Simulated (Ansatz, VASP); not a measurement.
**Li2TaSb2: VASP beside Ansatz**

File INCAR:

```
SYSTEM = Li2TaSb2
PREC     = Accurate       ! precision mode
ENCUT    = 520            ! plane-wave cutoff, eV
EDIFF    = 1E-6           ! SCF threshold, eV
ISMEAR   = 0              ! smearing method
SIGMA    = 0.1            ! smearing width, eV
LREAL    = .False.        ! projectors in reciprocal space
LASPH    = .True.         ! aspherical terms in the spheres
NELM     = 80             ! most SCF steps
ALGO     = Fast           ! electronic algorithm
ISIF     = 2              ! what is computed and relaxed
LWAVE    = .False.        ! write WAVECAR
LCHARG   = .False.        ! write CHGCAR
GGA      = PE             ! functional
NBANDS   = 22             ! bands
```

KPOINTS

```
Automatic mesh
0
Gamma
  10 10 6
  0 0 0
```

Contents of POSCAR:

```
Li2TaSb2
1.0
    3.8788271983      0.0000000000      0.0000000000
    0.0000000000      3.8788271983      0.0000000000
    0.0000000000      0.0000000000      7.2621994792
Li Ta Sb
2 1 2
Direct
    0.5000000000      0.5000000000      0.6568409712
    0.5000000000      0.5000000000      0.3431590288
    0.0000000000      0.0000000000      0.0000000000
    0.0000000000      0.0000000000      0.5000000000
    0.5000000000      0.5000000000      0.0000000000
```

Input for Ansatz:

```yaml
crystal:
  lattice:
    - [3.8788271983, 0.0, 0.0]
    - [0.0, 3.8788271983, 0.0]
    - [0.0, 0.0, 7.2621994792]
  atoms:
    - { symbol: Li, position: [0.5, 0.5, 0.6568409712] }
    - { symbol: Li, position: [0.5, 0.5, 0.3431590288] }
    - { symbol: Ta, position: [0.0, 0.0, 0.0] }
    - { symbol: Sb, position: [0.0, 0.0, 0.5] }
    - { symbol: Sb, position: [0.5, 0.5, 0.0] }
basis:
  ecutwfc: 420
kpoints:
  mp_grid: { grid: [10, 10, 6] }
  band_path:
    path:
      - [[0.0, 0.0, 0.0], [0.0, 0.5, 0.0], [0.5, 0.5, 0.0], [0.0, 0.0, 0.0], [0.0, 0.0, 0.5], [0.0, 0.5, 0.5], [0.5, 0.5, 0.5], [0.0, 0.0, 0.5]]
      - [[0.0, 0.5, 0.0], [0.0, 0.5, 0.5]]
      - [[0.5, 0.5, 0.0], [0.5, 0.5, 0.5]]
    npoints: 14
hamiltonian:
  xc: pbe
scf:
  occupations: { method: gaussian, width: 0.1 }
  n_extra_bands: 12
output:
  forces: true
  stress: true
  eigenvalues: true
  populations: true
  dos: { projected: true, de: 0.02, nscf_kmesh: { grid: [12, 12, 8] } }
  bader: true
  write_density: true
  write_potential: true
  elf: true
  volumetric_format: npy
```

The cell was built by a generator and needn't be a form met in nature.

Alike in both runs: task single point; functional PBE; k mesh 10 × 10 × 6; occupations gaussian, width 0.1 eV; no spin polarisation.

|  | VASP | Ansatz |
| --- | --- | --- |
| version | VASP 6.6.1 | Ansatz 0.2.0 |
| potentials or method | VASP PAW PBE potentials, release 64 (Li_sv, Ta_pv, Sb) | scalar-relativistic, plane waves, PAW |
| plane-wave cutoff (eV) | 520 | 420 |
| valence electrons in the cell | 27 | 49 |

VASP gave:

| Item | Value |
| --- | --- |
| gap on the k mesh at the Fermi level (eV) | none |
| rms of the force components (eV/Å) | 0.003 |

Q: Estimate Ansatz's values.

A: gap on the k mesh at the Fermi level (eV): none; rms of the force components (eV/Å): 0.000.

Atom by atom the forces differ by 0.003 eV/Å (rms over components). A gap of «none» marks a metal or a gap that the smearing closes. The two sets of potentials don't hold the same shells in valence.

 The runs have no spin-orbit coupling, so splittings on Sb, Ta are missing.
